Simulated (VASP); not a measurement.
# OsC2 (P6/mmm) in VASP: equation of state with revPBE+U

Aim: the equation of state of OsC2 with revPBE+U.

All numbers are computed with VASP 6.6.1; they aren't measurements. Logs are shortened: lines on timing, memory, paths and dates and some standing lists are left out, and cuts for length are marked.

## 1. The crystal as given

The structure is hexagonal, space group P6/mmm (No. 191). Conventional cell: a = 2.508 Å, b = 2.508 Å, c = 9.227 Å, α = 90.00°, β = 90.00°, γ = 120.00°. Os (site symmetry 6/mmm) has 6 Os at 2.51 Å as nearest neighbours. C (site symmetry -6m2) has 3 C at 1.45 Å as nearest neighbours.

The cell was built by a generator and needn't be a form met in nature.

## 2. Equation of state, revPBE+U

run.py

```python
from ase.calculators.vasp import Vasp
from ase.eos import EquationOfState
from ase.io import Trajectory
from ase.io import read
from ase.units import GPa

atoms = read('POSCAR')
calc = Vasp(
    directory='calc',
    xc='revpbe',
    pp='PBE',
    setups='gw',
    prec='Accurate',
    encut=550,
    ediff=1e-06,
    ismear=-5,
    sigma=0.05,
    lreal=False,
    lasph=True,
    nelm=100,
    algo='Normal',
    isif=2,
    lwave=False,
    lcharg=False,
    lmaxmix=6,
    ldautype=2,
    ldauprint=1,
    ldau_luj={'Os': {'L': 2, 'U': 3, 'J': 0.5}},
    kpts=[12, 12, 3],
    gamma=True,
)
atoms.calc = calc
cell = atoms.cell.copy()
volumes, energies = [], []
traj = Trajectory('eos.traj', 'w')
for x in [0.94, 0.96, 0.98, 1.0, 1.02, 1.04, 1.06]:
    atoms.set_cell(cell * x ** (1 / 3), scale_atoms=True)
    volumes.append(atoms.get_volume())
    energies.append(atoms.get_potential_energy())
    traj.write(atoms)
    print(f'{x:5.2f} {volumes[-1]:12.5f} {energies[-1]:14.6f}')

v0, e0, B = EquationOfState(volumes, energies, eos='birchmurnaghan').fit()
print(f'V0 = {v0:.4f} A^3, E0 = {e0:.6f} eV, B = {B / GPa:.2f} GPa')
```

POSCAR

```
OsC2
1.0
    2.5081500000      0.0000000000      0.0000000000
   -1.2540700000      2.1721200000      0.0000000000
    0.0000000000      0.0000000000      9.2274100000
Os C
1 2
Direct
    0.0000000000      0.0000000000      0.0000000000
    0.3333300000      0.6666700000      0.5000000000
    0.6666700000      0.3333300000      0.5000000000
```

Potentials or basis: VASP PAW PBE potentials, release 64 (Os_sv_GW, C_GW).

Launch:

```sh
python run.py
```

Output:

```text
0.94     47.25470     -23.990672
 0.96     48.26012     -24.068572
 0.98     49.26554     -24.118784
 1.00     50.27096     -24.143637
 1.02     51.27637     -24.144858
 1.04     52.28179     -24.125227
 1.06     53.28721     -24.086910
V0 = 50.8381 A^3, E0 = -24.146949 eV, B = 176.25 GPa
```

OUTCAR:

```text
ENCUT = 550.000000
   EDIFF = 1.00e-06
   GGA = RE
   PREC = Accurate
   ISIF = 2
   ISMEAR = -5
   NELM = 100
   LASPH = .TRUE.
   LREAL = .FALSE.

 ion  position               nearest neighbor table
   1  0.000  0.000  0.000-
   2  0.333  0.667  0.500-   3 1.48   3 1.48   3 1.48
   3  0.667  0.333  0.500-   2 1.48   2 1.48   2 1.48

  LATTYP: Found a hexagonal cell.
 ALAT       =     2.5573419006
 C/A-ratio  =     3.6789705560

  Lattice vectors:

 A1 = (   2.5573419006,   0.0000000000,   0.0000000000)
 A2 = (  -1.2786658522,   2.2147214038,   0.0000000000)
 A3 = (   0.0000000000,   0.0000000000,   9.4083855537)

Analysis of symmetry for initial positions (statically):
=====================================================================
 Subroutine PRICEL returns:
 Original cell was already a primitive cell.

 Routine SETGRP: Setting up the symmetry group for a
 hexagonal supercell.

 Subroutine GETGRP returns: Found  8 space group operations
 (whereof  8 operations were pure point group operations)
 out of a pool of 24 trial point group operations.

The static configuration has the point symmetry D_2h.

Analysis of symmetry for dynamics (positions and initial velocities):
=====================================================================
 Subroutine PRICEL returns:
 Original cell was already a primitive cell.

 Routine SETGRP: Setting up the symmetry group for a
 hexagonal supercell.

 Subroutine GETGRP returns: Found  8 space group operations
 (whereof  8 operations were pure point group operations)
 out of a pool of 24 trial point group operations.

The dynamic configuration has the point symmetry D_2h.

 Subroutine INISYM returns: Found  8 space group operations
 (whereof  8 operations are pure point group operations),
 and found     1 'primitive' translations

----------------------------------------------------------------------------------------

                                     Primitive cell

  volume of cell :      53.2872

  direct lattice vectors                    reciprocal lattice vectors
     2.557341901  0.000000000  0.000000000     0.391031015  0.225761130  0.000000000
    -1.278665852  2.214721404  0.000000000     0.000000000  0.451524060  0.000000000
     0.000000000  0.000000000  9.408385554     0.000000000  0.000000000  0.106288161

  length of vectors
     2.557341901  2.557337924  9.408385554     0.451523358  0.451524060  0.106288161

  position of ions in fractional coordinates (direct lattice)
     0.000000000  0.000000000  0.000000000
     0.333330000  0.666670000  0.500000000
     0.666670000  0.333330000  0.500000000

  ion indices of the primitive-cell ions
   primitive index   ion index
                 1           1
                 2           2
                 3           3

----------------------------------------------------------------------------------------

 KPOINTS: KPOINTS created by Atomic Simulation Env
[... 86 lines left out ...]
   EFERMI_NEDOS =   21; number of points for ismear=-14 and -15
   IALGO  =     38    algorithm
   IMIX   =      4    mixing-type and parameters
     AMIX     =   0.40;   BMIX     =  1.00
     AMIX_MAG =   1.60;   BMIX_MAG =  1.00
  volume/ion in A,a.u.               =      17.76       119.87
  Fermi-wavevector in a.u.,A,eV,Ry     =   1.254886  2.371391 21.425620  1.574739
  Thomas-Fermi vector in A             =   2.388669
   LORBIT       =      0    0 simple, 1 ext, 2 COOP (PROOUT), +10 PAW based schemes
 LDA+U is selected, type is set to LDAUTYPE =  2
   angular momentum for each species LDAUL =     2   -1
   U (eV)           for each species LDAUU =   3.0  0.0
   J (eV)           for each species LDAUJ =   0.5  0.0
   GGA     = RE    functional components
   LHFCALC =     F    Hartree Fock is set to
   AEXX    =    0.0000 exact exchange contribution
   IVDW    =     0    specifies the selected vdW correction
   LEPSILON=     F    determine dielectric tensor
   LRPA    =     F    only Hartree local field effects (RPA)
 non-spin polarized calculation
 Fermi weights with tetrahedron method with Bloechl corrections
  energy-cutoff  :      550.00
  volume of cell :       53.29
 maximum number of plane-waves:      1599
   NGX =  9   NGY =  9   NGZ = 35

atom =   1  type =  1  l = 2

 onsite density matrix

spin component  1

  0.5392  0.0000 -0.0000  0.0000  0.0000
  0.0000  0.4271  0.0000  0.0000  0.0000
 -0.0000  0.0000  0.6724  0.0000 -0.0000
  0.0000  0.0000  0.0000  0.4271  0.0000
  0.0000  0.0000 -0.0000  0.0000  0.5392

spin component  2

  0.5392  0.0000 -0.0000  0.0000  0.0000
  0.0000  0.4271  0.0000  0.0000  0.0000
 -0.0000  0.0000  0.6724  0.0000 -0.0000
  0.0000  0.0000  0.0000  0.4271  0.0000
  0.0000  0.0000 -0.0000  0.0000  0.5392

 occupancies and eigenvectors

  o =  0.4271  v =  0.0000  0.9542  0.0000 -0.2991 -0.0000  0.0000  0.0000  0.0000  0.0000  0.0000      0.0000  0.0000  0.0000  0.0000  0.0000  0.0000  0.0000  0.0000  0.0000  0.0000
  o =  0.4271  v =  0.0000  0.0000  0.0000  0.0000  0.0000  0.0000  0.9542  0.0000 -0.2991 -0.0000      0.0000  0.0000  0.0000  0.0000  0.0000  0.0000  0.0000  0.0000  0.0000  0.0000
  o =  0.4271  v = -0.0000 -0.2991 -0.0000 -0.9542  0.0000  0.0000  0.0000  0.0000  0.0000  0.0000      0.0000  0.0000  0.0000  0.0000  0.0000  0.0000  0.0000  0.0000  0.0000  0.0000
  o =  0.4271  v =  0.0000  0.0000  0.0000  0.0000  0.0000 -0.0000 -0.2991 -0.0000 -0.9542  0.0000      0.0000  0.0000  0.0000  0.0000  0.0000  0.0000  0.0000  0.0000  0.0000  0.0000
  o =  0.5392  v =  0.0000  0.0000  0.0000  0.0000  0.0000 -0.8660  0.0000 -0.0000 -0.0000  0.5000      0.0000  0.0000  0.0000  0.0000  0.0000  0.0000  0.0000  0.0000  0.0000  0.0000
  o =  0.5392  v = -0.8660  0.0000 -0.0000 -0.0000  0.5000  0.0000  0.0000  0.0000  0.0000  0.0000      0.0000  0.0000  0.0000  0.0000  0.0000  0.0000  0.0000  0.0000  0.0000  0.0000
  o =  0.5392  v = -0.5000 -0.0000 -0.0000  0.0000 -0.8660  0.0000  0.0000  0.0000  0.0000  0.0000      0.0000  0.0000  0.0000  0.0000  0.0000  0.0000  0.0000  0.0000  0.0000  0.0000
  o =  0.5392  v =  0.0000  0.0000  0.0000  0.0000  0.0000 -0.5000 -0.0000 -0.0000  0.0000 -0.8660      0.0000  0.0000  0.0000  0.0000  0.0000  0.0000  0.0000  0.0000  0.0000  0.0000
  o =  0.6724  v =  0.0000  0.0000  0.0000  0.0000  0.0000 -0.0000 -0.0000  1.0000 -0.0000 -0.0000      0.0000  0.0000  0.0000  0.0000  0.0000  0.0000  0.0000  0.0000  0.0000  0.0000
  o =  0.6724  v = -0.0000 -0.0000  1.0000 -0.0000 -0.0000  0.0000  0.0000  0.0000  0.0000  0.0000      0.0000  0.0000  0.0000  0.0000  0.0000  0.0000  0.0000  0.0000  0.0000  0.0000

 number of electron      24.0000000 magnetization

 Free energy of the ion-electron system (eV)
  ---------------------------------------------------
  ext. energy  EPLUGINS =         0.00000000
  ---------------------------------------------------
  free energy    TOTEN  =       -24.08691021 eV

  energy without entropy =      -24.08691021  energy(sigma->0) =      -24.08691021

 E-fermi :   2.5089     XC(G=0):  -8.7651

 val. band max:        2.6442785502   @ k =   0.3333   0.3333   0.0000
 cond. band min:       2.4095374269   @ k =   0.3333   0.1667   0.0000
 fundamental gap:     -0.2347411233
 Fermi energy:         2.5089432792

 k-point     1 :       0.0000    0.0000    0.0000
  band No.  band energies     occupation
      1     -83.5701      2.00000
      2     -42.7749      2.00000
      3     -42.3174      2.00000
      4     -42.3174      2.00000
      5     -15.3247      2.00000
      6      -5.6534      2.00000
[... 433 lines left out ...]
      3     -42.6549      2.00000
      4     -42.5982      2.00000
      5     -12.1854      2.00000
      6      -6.9068      2.00000
[... 8 lines left out ...]
     15       6.8447      0.00000
     16       9.9456      0.00000

 [... further k-points ...]
[... 5 lines left out ...]
  --------------------------------------------------------------------------------------
  -------------------------------------------------------------------------------------
  Total       -4.1067574     -4.1067081     -0.0291712      0.0000279      0.0000000      0.0000000
  in kB     -123.4771571   -123.4756750     -0.8770856      0.0008402      0.0000000      0.0000000
  external PRESSURE =     -82.6099726 kB  Pullay stress =       0.0000000 kB

 VOLUME and BASIS-vectors are now :
 -----------------------------------------------------------------------------
  energy-cutoff  :      550.00
  volume of cell :       53.29
      direct lattice vectors                 reciprocal lattice vectors
     2.557341901  0.000000000  0.000000000     0.391031015  0.225761130  0.000000000
    -1.278665852  2.214721404  0.000000000     0.000000000  0.451524060  0.000000000
     0.000000000  0.000000000  9.408385554     0.000000000  0.000000000  0.106288161

 POSITION                                       TOTAL-FORCE (eV/Angst)
 -----------------------------------------------------------------------------------
      0.00000      0.00000      0.00000         0.000000     -0.000000      0.000000
     -0.00001      1.47649      4.70419         0.001074     -0.000620      0.000000
      1.27869      0.73823      4.70419        -0.001074      0.000620      0.000000
 -----------------------------------------------------------------------------------
    total drift:                                0.000000      0.000000      0.000000

  FREE ENERGIE OF THE ION-ELECTRON SYSTEM (eV)
  ---------------------------------------------------
  free  energy   TOTEN  =       -24.0869102145 eV

  energy  without entropy=      -24.0869102145  energy(sigma->0) =      -24.08691021
```

INCAR:

```text
ENCUT = 550.000000
SIGMA = 0.050000
EDIFF = 1.00e-06
ALGO = Normal
GGA = RE
PREC = Accurate
ISIF = 2
ISMEAR = -5
LDAUPRINT = 1
LDAUTYPE = 2
LMAXMIX = 6
NELM = 100
LASPH = .TRUE.
LCHARG = .FALSE.
LWAVE = .FALSE.
LREAL = .FALSE.
LDAU = .TRUE.
LDAUL = 2 -1
LDAUU = 3.000 0.000
LDAUJ = 0.500 0.000
```

Run time: 8.1 min. Hardware: 1 thread of Intel Xeon Platinum 8488C (Sapphire Rapids), shared host; peak memory 0.24 GiB.

What came out:

```
Equilibrium volume                        : 16.95 Å³/atom
Bulk modulus at fixed shape and positions : 176 GPa
Pressure derivative of the bulk modulus   : 3.9 (rough: it moves with the points fitted)
```

Energy against volume, from the lowest point:
| volume (Å³/atom) | energy (meV/atom) |
| --- | --- |
| 15.752 | 51.40 |
| 16.087 | 25.43 |
| 16.422 | 8.69 |
| 16.757 | 0.41 |
| 17.092 | 0.00 |
| 17.427 | 6.54 |
| 17.762 | 19.32 |

Caveat: the cell was scaled at fixed shape and fractional positions, which overstates the stiffness of a crystal with free parameters, most of all of layers and chains; the PAW data sets were made with another functional, which shifts forces and pressure a little; this functional lacks dispersion, which binds the layers, so the pressure and a relaxed spacing across them are unreliable; the U is typed as a test and isn't derived for this compound.

## 3. For comparison

An earlier run on the cell as given: functional PBE; potentials or basis VASP PAW PBE potentials, release 64 (Os, C); cutoff 520 eV; k mesh 12 × 12 × 3; occupations fermi-dirac, width 0.05 eV; no spin polarisation.

- Pressure: 0.2 GPa
- Band gap on the k mesh: none (metal or under the smearing width)
